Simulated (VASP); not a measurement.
Runs of VASP 6.6.1 on InAs. The structure is cubic, space group F-43m (No. 216). Conventional cell: a = 6.091 Å, b = 6.091 Å, c = 6.091 Å, α = 90.00°, β = 90.00°, γ = 90.00°. Around In (site symmetry -43m) lie 4 As at 2.64 Å. Around As (site symmetry -43m) lie 4 In at 2.64 Å. 

| task | level | spin | cell | k mesh | cutoff (eV) | gap on the mesh (eV) | pressure (GPa) |
| --- | --- | --- | --- | --- | --- | --- | --- |
| band structure | r2SCAN | off | as given | 10 × 10 × 10 | 520 | 0.13 | 0.5 |
| band structure | PBEsol | SOC, no magnetisation | as given | 6 × 6 × 6 | 520 | - | 0.0 |
| band structure | PBEsol | off | as given | 10 × 10 × 10 | 520 | - | 0.0 |
| relaxation of cell and atoms | PBEsol | off | relaxed | 10 × 10 × 10 | 600 | (a) | 0.0 |
| band structure | TB-mBJ | off | as given | 10 × 10 × 10 | 520 | 0.60 | - |

Alike in all rows: potentials or basis VASP PAW PBE potentials, release 64 (In_d, As); smearing gaussian 0.03 eV.

Task: Fill in the values left out.

Result: (a) none.

Caveats: the PAW data sets were made with another functional, which shifts forces and pressure a little; spin-orbit coupling is left out, which moves the levels of the heavy elements (some runs); this crystal is a semiconductor, whose small gap the functional closes, so the metal is an error of the method (some runs); the relaxation stopped at its first step, so nothing moved (some runs).

A k mesh can miss the band edges, and rows without SOC leave out spin-orbit coupling on As, In.
